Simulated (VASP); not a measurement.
Runs of VASP 6.6.1 on AlH3. The cell holds a molecule in a box, 4 atoms: a = 12.000 Å, b = 11.000 Å, c = 12.000 Å, α = 90.00°, β = 90.00°, γ = 90.00°. 

```csv
task,level,potentials or basis,cell,grid for exact exchange (PRECFOCK),exchange at q = 0,gap on the mesh (eV),largest force (eV/Å)
relaxation of the atoms,LDA,"VASP PAW LDA potentials, release 64 (Al, H)",atoms relaxed,-,-,(a),-
relaxation of the atoms,PBE,"VASP PAW PBE potentials, release 64 (Al, H)","atoms relaxed from: atoms moved at random, drawn with an rms of 0.02 Å",-,-,4.74,0.01
single point,PBE,"VASP PAW PBE potentials, release 64 (Al, H)","atoms moved at random, drawn with an rms of 0.05 Å",-,-,4.66,0.73
single point,PBE,"VASP PAW PBE potentials, release 64 (Al, H)",as given,-,-,4.75,0.09
electron localisation function,PBE,"VASP PAW PBE potentials, release 64 (Al, H)",as given,-,-,4.75,0.09
single point,BLYP+D4,"VASP PAW PBE potentials, release 64 (Al, H)",as given,-,-,(b),0.01
single point,PBE0+D3(BJ),"VASP PAW PBE potentials, release 64 (Al, H)",as given,Fast,truncated,6.81,0.06
atomic charges,PBE+TS,"VASP PAW PBE potentials, release 64 (Al, H)",as given,-,-,4.75,0.10
```

Alike in all rows: no spin polarisation; k mesh 1 × 1 × 1; cutoff (eV) 520; smearing gaussian 0.01 eV.

Task: Fill in the values left out.

Result: (a) 4.52; (b) 4.77.

Caveats: the PAW data sets were made with another functional, which shifts forces and pressure a little (some runs).

